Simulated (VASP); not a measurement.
```yaml
crystal:
  lattice:
    - [0.00000, 2.66837, 2.66837]
    - [2.66837, 0.00000, 2.66837]
    - [2.66837, 2.66837, 0.00000]
  atoms:
    - { symbol: Yb, position: [0.00000, 0.00000, 0.00000] }
```

Level of theory: PBE GGA with D3 dispersion (Becke-Johnson damping), VASP's PBE PAW potentials (set 64) (plane waves; VASP). Numerical set-up: 520 eV cut-off, 9×9×9 Γ-centred mesh, Gaussian smearing of 0.050 eV, potentials Yb_2.

The 4f electrons are frozen in the core of the lanthanide potential, so 4f levels, which can set the real gap, and their magnetism are missing.

### Question
Estimate the energy per atom (σ→0).

### Answer

```json
{
  "energy per atom (σ→0)": "-1.747 eV/atom"
}
```

Total energies compare only between runs with the same potentials, cut-off and functional.

The compound is Yb in the fcc structure. This cell is one point of a volume scan, at 1.03 of the reference volume.
